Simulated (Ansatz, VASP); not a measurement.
## NbTe in VASP and in Ansatz

```
Te Nb
1.0
     3.67812    0.00000    0.00000
    -1.83906    3.18535    0.00000
     0.00000    0.00000    3.66942
Te Nb
1 1
Direct
  0.66667 0.33333 0.00000
  0.00000 0.00000 0.50000
```

Change from the starting cell: volume scaled by 0.98.

Alike in both runs: task single point; functional PBE; k mesh 8 × 8 × 7; occupations fermi-dirac, width 0.05 eV; no spin polarisation.

```csv
,VASP,Ansatz
version,VASP 6.6.1,Ansatz 0.2.0
potentials or method,"VASP PAW PBE potentials, release 64 (Te, Nb_sv)",Ansatz PAW
plane-wave cutoff (eV),520,420
valence electrons in the cell,19,29
```

Ansatz gave:

* gap on the k mesh at the Fermi level (eV): none
* pressure (GPa): 1.9
* largest component of the traceless stress (GPa): 0.94

**Question.** Which values does VASP return?

**Answer.** gap on the k mesh at the Fermi level (eV): none; pressure (GPa): 1.7; largest component of the traceless stress (GPa): 0.89.

A gap of «none» marks a metal or a gap that the smearing closes. With one functional, cell and mesh, what is left measures potentials, basis and numerics. The two sets of potentials don't hold the same shells in valence.

Spin-orbit coupling is left out, which matters for the levels of Te.
